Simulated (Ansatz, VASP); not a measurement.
# Cross-check of InSe between VASP and Ansatz, part 2 of 2

Wanted: the spread between two codes on one cell, functional and k mesh. The structure shown is the start of the Ansatz relaxation below; VASP solves that cell, so the two are compared at the walk's first step.

VASP 6.6.1 and Ansatz 0.2.0.

So far. Step 3 (VASP: single point, PBEsol, start cell, pair 1): The run ends at a pressure of -0.27 GPa, with forces up to 0.28 eV/Å.

### 5. Ansatz: relaxation, PBEsol

Level of this step: Ansatz beside VASP: Kohn-Sham DFT, plane waves, PBEsol (Ansatz).

The two programs are compared at the cell with which this relaxation starts, whose forces are those of its first step.

The structure compared here is the start of the Ansatz relaxation; VASP solves that cell, so the two are compared at the walk's first step.

input.yaml reads:

```yaml
crystal:
  lattice:
    - [3.9963255101, 0.0, 0.0]
    - [-1.9981627551, 3.4609194136, 0.0]
    - [0.0, 0.0, 34.09996]
  atoms:
    - { symbol: In, position: [0.3333333333, 0.6666666667, 0.3632409326] }
    - { symbol: In, position: [0.3333333333, 0.6666666667, 0.2819211145] }
    - { symbol: Se, position: [0.6666666667, 0.3333333333, 0.4008574082] }
    - { symbol: Se, position: [0.6666666667, 0.3333333333, 0.244304639] }
  periodic: [true, true, false]
kpoints:
  mp_grid: { grid: [9, 9, 1] }
hamiltonian:
  xc: pbesol
scf:
  occupations: { method: fixed }
output:
  forces: true
  stress: true
  eigenvalues: true
  write_density: true
  write_potential: true
  elf: true
  volumetric_format: npy
relax:
  adjacent_minimum: "off"
  f_tol: 0.001
  max_steps: 60
  cell: { stress_2d_tol: 0.002 }
```

Launch:

```sh
$ ansatz run input.yaml --threads 8 --pin off --max-ram 14336MiB --backend cpu --events-out ev --progress --plain --runs-dir out
```

Numbers of over 12 decimals in the logs are rounded to 6 here.

The log of the run:

```text
[...]
Crystal: 4 atoms, lattice volume = 471.635 Å³
Basis set: ecut = 420 eV, 9281 PW (Γ), exchange–correlation on 54×54×480 points (8 copies of the dense FFT grid, shifted against one another)
Bands: 35, of which v1, the nominal top of the filled ones, is band 29 counted from 1 (28 counted from 0)
Symmetry: 12 space group operations
[...]
k-points: 12 of 81 (time reversal used)
[...]
--- Relaxed structure (4 steps of the walk, 3 accepted, 1 SCFs on fresh bases) ---
[...]
cell:  # Å, volume = 471.5472 Å³
    - [3.995953, 2.8864933570175715e-11, 0.0]
    - [-1.997976, 3.460597, 0.0]
    - [0.0, 0.0, 34.09996]
  atoms:
    - { symbol: In, position: [0.333333, 0.666667, 0.363242] }
    - { symbol: In, position: [0.333333, 0.666667, 0.281920] }
    - { symbol: Se, position: [0.666667, 0.333333, 0.400869] }
    - { symbol: Se, position: [0.666667, 0.333333, 0.244293] }
[key lines of the parts left out:]
SCF converged after 10 iterations
Free energy (F): -21901.115433 eV
Fermi energy:    -6.008170 eV
P = ½ c Tr σ = 0.0009 N/m
```

### 6. VASP: single point, PBEsol, start cell, pair 2

The same cell, functional and mesh now go to VASP, with its own data sets.

INCAR reads:

```
SYSTEM = InSe
PREC = Accurate
ENCUT = 400
EDIFF = 1E-06
NELM = 120
ISMEAR = 0
SIGMA = 0.01
LREAL = .FALSE.
ALGO = Normal
GGA = PS
NBANDS = 25
LORBIT = 11
LWAVE = .FALSE.
LCHARG = .FALSE.
ISIF = 2
LDIPOL = .TRUE.
IDIPOL = 3
DIPOL = 0.5 0.5 0.323
LVHAR = .TRUE.
LASPH = .TRUE.
GGA_COMPAT = .FALSE.
EFERMI = MIDGAP
NELMDL = -8
KPAR = 2
```

POSCAR reads:

```
InSe
1.0
    3.9963260000      0.0000000000      0.0000000000
   -1.9981630000      3.4609190000      0.0000000000
    0.0000000000      0.0000000000     34.0999600000
In Se
2 2
Direct
    0.3333334296      0.6666668593      0.3632409246
    0.3333334296      0.6666668593      0.2819211225
    0.6666667148      0.3333334296      0.4008574204
    0.6666667148      0.3333334296      0.2443046268
```

KPOINTS reads:

```
Automatic mesh
0
Gamma
9 9 1
0 0 0
```

Potentials, in the order of the species: In_d and Se (PBE family, release 64).

Launch:

```sh
$ mpirun -np 2 vasp_std
```

The log of the run:

```text
[banner, memory and clock lines left out]
running    2 mpi-ranks, on    1 nodes
[...]
[... a notice as in an earlier step ...]

 LDA part: xc-table for (Slater+PW92), standard interpolation
 POSCAR, INCAR and KPOINTS ok, starting setup
[...]
entering main loop
       N       E                     dE             d eps       ncg     rms          rms(c)
DAV:   1     0.278109426746E+03    0.27811E+03   -0.13258E+04   712   0.950E+02
DAV:   2     0.151654339263E+02   -0.26294E+03   -0.26005E+03   726   0.274E+02
DAV:   3    -0.150717693953E+02   -0.30237E+02   -0.30075E+02   790   0.116E+02
DAV:   4    -0.160050527670E+02   -0.93328E+00   -0.93196E+00   695   0.261E+01
[...]
DAV:  23    -0.155578025290E+02   -0.47385E-05   -0.20133E-07   483   0.130E-03    0.383E-04
DAV:  24    -0.155578045327E+02   -0.20037E-05   -0.48872E-08   466   0.114E-03    0.212E-04
DAV:  25    -0.155578054630E+02   -0.93028E-06   -0.17293E-08   448   0.512E-04
   1 F= -.15557805E+02 E0= -.15557805E+02  d E =0.000000E+00
```

OUTCAR, selected parts (step 6):

```text
  Total        0.0207223      0.0207223      0.0155997      0.0000000      0.0000000     -0.0000000
  in kB        0.0703950      0.0703950      0.0529933      0.0000000      0.0000000     -0.0000000
  external PRESSURE =       0.0645944 kB  Pullay stress =       0.0000000 kB

 POSITION                                       TOTAL-FORCE (eV/Angst)
 -----------------------------------------------------------------------------------
     -0.00000      2.30728     12.38650         0.000000      0.000000     -0.018400
     -0.00000      2.30728      9.61350         0.000000      0.000000      0.018400
      1.99816      1.15364     13.66922        -0.000000     -0.000000      0.021548
      1.99816      1.15364      8.33078        -0.000000     -0.000000     -0.021548
 -----------------------------------------------------------------------------------
    total drift:                                0.000000     -0.000733      0.000092

  FREE ENERGIE OF THE ION-ELECTRON SYSTEM (eV)
  ---------------------------------------------------
  free  energy   TOTEN  =       -15.5578054630 eV

  energy  without entropy=      -15.5578054630  energy(sigma->0) =      -15.55780546

[... 1 part as in an earlier step ...]

[... 2 further parts left out ...]
[key lines of the parts left out:]
E-fermi :  -2.9054
```

The run ends at a pressure of 0.01 GPa, with forces up to 0.022 eV/Å.

### 7. Comparison

What differs besides the data sets and the points named for the pairs above, as far as they apply: fixed occupations in Ansatz, narrow Gaussian smearing in VASP; the data sets hold 58 valence electrons in Ansatz (on its default PAW (the set named soft_2) files) and 38 in VASP; the cutoff is 420 eV in Ansatz and 400 eV in VASP. Total energies have different zeros and are not compared.

At this near-relaxed geometry the largest component of a force difference is 21 meV/Å. With vacuum in the cell, a pressure given here is an average over mostly empty space and none of the material.

### 8. Summary of results

```yaml
r_m_s_force_difference_single_point_pbesol_start_cell_pair_1: 11 meV/Å
r_m_s_force_difference_single_point_pbesol_start_cell_pair_2: 11 meV/Å
```

In words: The r.m.s. force difference is 11 meV/Å (single point, PBEsol, start cell, pair 2), within the 12 meV/Å picked in this series as the mark of a large difference. The data sets hold unlike numbers of valence electrons (58 in Ansatz and 38 in VASP), so part of the differences comes from the potentials. 2 further runs of this series are not shown here. How closely two codes agree says nothing of how well the functional describes the real material.

[Lines on the potential files, build, host, timing and source positions are cut from VASP's logs without a mark.]

[Logs are printed without paths, hosts, clocks, repeated set-up lines and the standing remarks that a program may print on its own settings, such as how far it seeks lower states.]

[Hosts, paths, dates, database ids (printed as entryN), source tags and the programs' standing remarks are cut or masked in the printed files.]
